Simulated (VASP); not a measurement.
All values below come from PBE GGA with D3 dispersion (Becke-Johnson damping), VASP's PBE PAW potentials (set 64) (plane waves; VASP).

A VASP calculation is set up with these files.

POSCAR:
```
Mg
1
    1.5428591230    -2.6723108095     0.0000000000
    1.5428591230     2.6723108095     0.0000000000
    0.0000000000     0.0000000000     4.9284971359
Mg
2
Direct
  0.3333330000   0.6666670000   0.2500000000
  0.6666670000   0.3333330000   0.7500000000
```

**INCAR**
```
SYSTEM = Mg
PREC = Accurate; ENCUT = 520; LREAL = .FALSE.
LASPH = .TRUE.
EDIFF = 1E-7; NELM = 100; ALGO = Normal
ISMEAR = 1; SIGMA = 0.1
GGA = PE; IVDW = 12
IBRION = 2; NSW = 30; ISIF = 4
EDIFFG = -0.01
LWAVE = .FALSE.; LCHARG = .FALSE.
```

File KPOINTS:
```
Automatic mesh
0
Gamma
13 13 7
0 0 0
```

POTCAR, in this order: Mg (PBE.64 set). Program: vasp_std.

The run wrote:

OUTCAR:
```
 ion  position               nearest neighbor table
   1  0.333  0.667  0.250-   2 3.04   2 3.04   2 3.04   2 3.04   2 3.04   2 3.04
   2  0.667  0.333  0.750-   1 3.04   1 3.04   1 3.04   1 3.04   1 3.04   1 3.04
  LATTYP: Found a hexagonal cell.
 ALAT       =     3.0857186093
 C/A-ratio  =     1.5971959079
 Subroutine PRICEL returns:
 Original cell was already a primitive cell.
 Subroutine GETGRP returns: Found 24 space group operations
The static configuration has the point symmetry D_3d.
 The point group associated with its full space group is D_6h.
The dynamic configuration has the point symmetry D_3d.
 Subroutine INISYM returns: Found 24 space group operations
 Subroutine IBZKPT returns following result:
 Found     84 irreducible k-points:

 Following reciprocal coordinates:
            Coordinates               Weight
  0.000000  0.000000  0.000000      1.000000
  0.076923 -0.000000  0.000000      6.000000
  0.153846  0.000000  0.000000      6.000000
  0.230769  0.000000  0.000000      6.000000
  0.307692  0.000000  0.000000      6.000000
  0.384615  0.000000  0.000000      6.000000
  0.461538  0.000000  0.000000      6.000000
  0.076923  0.076923  0.000000      6.000000
  0.153846  0.076923  0.000000     12.000000
  0.230769  0.076923  0.000000     12.000000
  0.307692  0.076923  0.000000     12.000000
  0.384615  0.076923  0.000000     12.000000
  0.461538  0.076923  0.000000      6.000000
  0.153846  0.153846  0.000000      6.000000
  0.230769  0.153846  0.000000     12.000000
  0.307692  0.153846  0.000000     12.000000
  0.384615  0.153846  0.000000     12.000000
  0.230769  0.230769  0.000000      6.000000
  0.307692  0.230769  0.000000     12.000000
  0.384615  0.230769  0.000000      6.000000
  0.307692  0.307692  0.000000      6.000000
  0.000000  0.000000  0.142857      2.000000
  0.076923 -0.000000  0.142857     12.000000
  0.153846  0.000000  0.142857     12.000000
  0.230769  0.000000  0.142857     12.000000
  0.307692  0.000000  0.142857     12.000000
  0.384615  0.000000  0.142857     12.000000
  0.461538  0.000000  0.142857     12.000000
  0.076923  0.076923  0.142857     12.000000
  0.153846  0.076923  0.142857     24.000000
  0.230769  0.076923  0.142857     24.000000
  0.307692  0.076923  0.142857     24.000000
  0.384615  0.076923  0.142857     24.000000
  0.461538  0.076923  0.142857     12.000000
  0.153846  0.153846  0.142857     12.000000
  0.230769  0.153846  0.142857     24.000000
  0.307692  0.153846  0.142857     24.000000
  0.384615  0.153846  0.142857     24.000000
  0.230769  0.230769  0.142857     12.000000
  0.307692  0.230769  0.142857     24.000000
   k-points           NKPTS =     84   k-points in BZ     NKDIM =     84   number of bands    NBANDS=      6
   number of dos      NEDOS =    301   number of ions     NIONS =      2
   total plane-waves  NPLWV =  23040
   dimension x,y,z NGX =    24 NGY =   24 NGZ =   40
   dimension x,y,z NGXF=    48 NGYF=   48 NGZF=   80
   ions per type =               2
   PREC   = accura    normal or accurate (medium, high low for compatibility)
   ISTART =      0    job   : 0-new  1-cont  2-samecut
   ICHARG =      2    charge: 1-file 2-atom 10-const
   ISPIN  =      1    spin polarized calculation?
   LNONCOLLINEAR =      F non collinear calculations
   LSORBIT =      F    spin-orbit coupling
   INIWAV =      1    electr: 0-lowe 1-rand  2-diag
   ENCUT  =  520.0 eV  38.22 Ry    6.18 a.u.   5.74  5.74  9.16*2*pi/ulx,y,z
   NELM   =    100;   NELMIN=  2; NELMDL= -5     # of ELM steps
   EDIFF  = 0.1E-06   stopping-criterion for ELM
   LREAL  =      F    real-space projection
...
```

OSZICAR:
```
       N       E                     dE             d eps       ncg     rms          rms(c)
DAV:   1     0.142242998242E+00    0.14224E+00   -0.13769E+03  1008   0.483E+02
DAV:   2    -0.291433408841E+01   -0.30566E+01   -0.29564E+01  1362   0.304E+01
DAV:   3    -0.293780723004E+01   -0.23473E-01   -0.22777E-01  1434   0.340E+00
DAV:   4    -0.293789578248E+01   -0.88552E-04   -0.88436E-04  1410   0.167E-01
DAV:   5    -0.293789617818E+01   -0.39570E-06   -0.39554E-06  1338   0.949E-03    0.951E-01
DAV:   6    -0.293036317524E+01    0.75330E-02   -0.33002E-04  1296   0.229E-01    0.607E-01
DAV:   7    -0.292258870187E+01    0.77745E-02   -0.12024E-03  1116   0.383E-01    0.315E-02
DAV:   8    -0.292258829810E+01    0.40377E-06   -0.11577E-05  1638   0.298E-02    0.708E-03
DAV:   9    -0.292258724029E+01    0.10578E-05   -0.12101E-06  1224   0.797E-03    0.656E-04
DAV:  10    -0.292258718249E+01    0.57799E-07   -0.59461E-09   912   0.710E-04
   1 F= -.35634637E+01 E0= -.35631227E+01  d E =-.356346E+01
       N       E                     dE             d eps       ncg     rms          rms(c)
DAV:   1    -0.292413152118E+01   -0.15443E-02   -0.41074E-03  1350   0.356E-01    0.203E-02
DAV:   2    -0.292412877339E+01    0.27478E-05   -0.21386E-05  1176   0.337E-02    0.127E-02
DAV:   3    -0.292412570923E+01    0.30642E-05   -0.43000E-06  1254   0.103E-02    0.277E-04
DAV:   4    -0.292412573182E+01   -0.22586E-07   -0.59343E-08   924   0.200E-03
   2 F= -.35649959E+01 E0= -.35649473E+01  d E =-.153216E-02
       N       E                     dE             d eps       ncg     rms          rms(c)
DAV:   1    -0.292463607534E+01   -0.51037E-03   -0.29897E-03  1356   0.304E-01    0.177E-02
DAV:   2    -0.292463384710E+01    0.22282E-05   -0.15548E-05  1116   0.288E-02    0.111E-02
DAV:   3    -0.292463148524E+01    0.23619E-05   -0.32716E-06  1224   0.897E-03    0.231E-04
DAV:   4    -0.292463150131E+01   -0.16074E-07   -0.45230E-08   888   0.175E-03
   3 F= -.35655021E+01 E0= -.35656715E+01  d E =-.203834E-02
```

### OUTCAR
```
------------------------ aborting loop because EDIFF is reached ----------------------------------------
 Edisp (eV)   -0.64087
  FORCE on cell =-STRESS in cart. coord.  units (eV):
  Direction    XX          YY          ZZ          XY          YZ          ZX
  --------------------------------------------------------------------------------------
  Total       0.73174     0.73174     0.74655     0.00000     0.00000     0.00000
  in kB      28.84764    28.84765    29.43132     0.00000     0.00000     0.00000
  external pressure =       29.04 kB  Pullay stress =        0.00 kB
  volume of cell :       40.64
      direct lattice vectors                 reciprocal lattice vectors
     1.535010506 -2.658716627 -0.000000000     0.325730670 -0.188060659  0.000000000
     1.535010506  2.658716627 -0.000000000     0.325730670  0.188060659 -0.000000000
     0.000000000  0.000000000  4.979025449     0.000000000  0.000000000  0.200842516
 POSITION                                       TOTAL-FORCE (eV/Angst)
 -----------------------------------------------------------------------------------
      1.53501      0.88624      1.24476         0.000000      0.000000      0.000000
      1.53501     -0.88624      3.73427        -0.000000     -0.000000      0.000000
 -----------------------------------------------------------------------------------
    total drift:                               -0.000000     -0.000007      0.000001
  FREE ENERGIE OF THE ION-ELECTRON SYSTEM (eV)
  ---------------------------------------------------
  free  energy   TOTEN  =        -3.5655020895 eV

  energy  without entropy=       -3.5660102454  energy(sigma->0) =       -3.56567147

 reached required accuracy - stopping structural energy minimisation
```
(Selected blocks of OUTCAR.)

CONTCAR:
```
Mg
   1.00000000000000
     1.5350105056026129   -2.6587166268948570   -0.0000000000000000
     1.5350105056026129    2.6587166268948570   -0.0000000000000000
     0.0000000000000000    0.0000000000000000    4.9790254493865520
  Mg
     2
Direct
     0.3333330000000032    0.6666669999999968    0.2500000000000000
     0.6666669999999968    0.3333330000000032    0.7500000000000000
```

The compound is Mg in the hcp structure. This cell is one point of a volume scan, at 0.94 of the reference volume. Symmetry was kept, so distortions that lower it aren't found.
